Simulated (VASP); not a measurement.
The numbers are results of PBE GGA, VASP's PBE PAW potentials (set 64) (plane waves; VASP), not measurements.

The input files of a VASP run:

**POSCAR**
```
B32N31
1
    7.2488848260     0.0000000000     0.0000000000
    0.0000000000     7.2488848260     0.0000000000
   -0.0000000000    -0.0000000000     7.2488848260
B N
32 31
Direct
  0.5000000000   0.0000000000   0.0000000000
  0.7542500000   0.2443960000   0.0027680000
  0.7565400000   0.0004990000   0.2501000000
  0.0000000000   0.0000000000   0.0000000000
  0.2500000000   0.2500000000   0.0000000000
  0.5034640000   0.5003420000   0.0042300000
  0.7500000000   0.7500000000   0.0000000000
  0.2500000000   0.0000000000   0.2500000000
  0.5027990000   0.2568010000   0.2518910000
  0.7433380000   0.4950150000   0.2520100000
  0.5023430000   0.0048060000   0.4966110000
  0.7568420000   0.2444690000   0.5041040000
  0.7500000000   0.0000000000   0.7500000000
  0.0000000000   0.5000000000   0.0000000000
  0.2500000000   0.7500000000   0.0000000000
  0.0000000000   0.2500000000   0.2500000000
  0.2509300000   0.5001480000   0.2500930000
  0.4935730000   0.7458280000   0.2467210000
  0.0000000000   0.0000000000   0.5000000000
  0.2448550000   0.2553360000   0.4945690000
  0.5049040000   0.4932310000   0.4948080000
  0.7539510000   0.7458770000   0.4992010000
  0.2500000000   0.0000000000   0.7500000000
  0.4990230000   0.2521100000   0.7493740000
  0.7498040000   0.4956120000   0.7454940000
  0.0000000000   0.7500000000   0.2500000000
  0.0000000000   0.5000000000   0.5000000000
  0.2500000000   0.7500000000   0.5000000000
  0.0000000000   0.2500000000   0.7500000000
  0.2500000000   0.5000000000   0.7500000000
  0.5000000000   0.7500000000   0.7500000000
  0.0000000000   0.7500000000   0.7500000000
  0.6196410000   0.1265320000   0.1221840000
  0.8809870000   0.3797330000   0.1291490000
  0.8812910000   0.1288130000   0.3762530000
  0.1250000000   0.1250000000   0.1250000000
  0.3787780000   0.3756750000   0.1202730000
  0.6279950000   0.6183040000   0.1251820000
  0.8750000000   0.8750000000   0.1250000000
  0.3797080000   0.1264600000   0.3743830000
  0.8681490000   0.6190840000   0.3759450000
  0.6282700000   0.1318770000   0.6184210000
  0.8691190000   0.3719870000   0.6192700000
  0.8750000000   0.1250000000   0.8750000000
  0.1250000000   0.6250000000   0.1250000000
  0.3750000000   0.8750000000   0.1250000000
  0.1250000000   0.3750000000   0.3750000000
  0.3744390000   0.6256050000   0.3760590000
  0.6250000000   0.8750000000   0.3750000000
  0.1250000000   0.1250000000   0.6250000000
  0.3683970000   0.3696250000   0.6214780000
  0.6221070000   0.6255510000   0.6196640000
  0.8750000000   0.8750000000   0.6250000000
  0.3750000000   0.1250000000   0.8750000000
  0.6250000000   0.3750000000   0.8750000000
  0.8750000000   0.6250000000   0.8750000000
  0.1250000000   0.8750000000   0.3750000000
  0.1250000000   0.6250000000   0.6250000000
  0.3750000000   0.8750000000   0.6250000000
  0.1250000000   0.3750000000   0.8750000000
  0.3750000000   0.6250000000   0.8750000000
  0.6250000000   0.8750000000   0.8750000000
  0.1250000000   0.8750000000   0.8750000000
```

INCAR:
```
SYSTEM = B32N31
PREC = Normal; ENCUT = 400; LREAL = Auto
LASPH = T; ISYM = 0; NELECT = 250.0
EDIFF = 1E-5; NELM = 100; NELMIN = 4
ALGO = Fast
ISMEAR = 0; SIGMA = 0.05
GGA = PE
IBRION = 2; NSW = 60; ISIF = 2
EDIFFG = -0.03
LWAVE = T; LCHARG = F
```

### KPOINTS
```
Automatic mesh
0
Gamma
1 1 1
0 0 0
```

POTCAR, in this order: B N (PBE.64 set). Program: vasp_gam.

The cell is charged, with a uniform compensating background. The supercell is sampled at Γ alone, which is coarse: total energies, pressure and levels can be off, energies of defects by several tenths of an eV.

**Question.** Predict the energy per atom (σ→0).

**Answer.** 
```json
{
  "energy per atom (σ→0)": "-8.760 eV/atom"
}
```

### OSZICAR
```
...
RMM:   4    -0.551874230840E+03   -0.95002E-07   -0.12322E-06   136   0.252E-03
  15 F= -.55187423E+03 E0= -.55187423E+03  d E =-.740993E-03
       N       E                     dE             d eps       ncg     rms          rms(c)
DAV:   1    -0.551874429320E+03   -0.19858E-03   -0.96053E-02   324   0.873E-01    0.612E-02
RMM:   2    -0.551874504702E+03   -0.75382E-04   -0.14165E-03   314   0.105E-01    0.323E-02
RMM:   3    -0.551874500019E+03    0.46834E-05   -0.21738E-04   314   0.387E-02    0.152E-02
RMM:   4    -0.551874502632E+03   -0.26133E-05   -0.49279E-05   239   0.153E-02
  16 F= -.55187450E+03 E0= -.55187450E+03  d E =-.271793E-03
```

The cell is a supercell with a defect, built from BN (zinc blende): vac_N, charge +1. The run is not spin-polarised, so no state with unpaired spins was tried.
